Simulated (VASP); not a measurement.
```yaml
crystal:
  lattice:
    - [0.00000, 2.18875, 2.18875]
    - [2.18875, 0.00000, 2.18875]
    - [2.18875, 2.18875, 0.00000]
  atoms:
    - { symbol: Al, position: [0.00000, 0.00000, 0.00000] }
    - { symbol: N, position: [0.75000, 0.75000, 0.75000] }
```

Method: PBEsol GGA, VASP's PBE PAW potentials (set 64) (plane waves; VASP). Run with 520 eV cut-off, Gaussian smearing of 0.050 eV, potentials Al N.

Task: Give the energies of bands 2 to 5 at the high-symmetry points, in eV from the valence-band maximum.

Result: 
```tsv
band	Γ	X	U	L	W
2	0.00	-4.93	-4.28	-5.88	-3.79
3	0.00	-1.78	-3.66	-0.48	-3.46
4	0.00	-1.78	-1.38	-0.48	-2.72
5	4.08	3.18	5.03	7.23	5.93
```

The gap is indirect, 3.18 eV, from the valence maximum at K-Γ at 0.93 to the conduction minimum at X.

The structure comes from a computed database's AlN entry (F-43m); how it stands against other phases isn't given here. It was relaxed first.
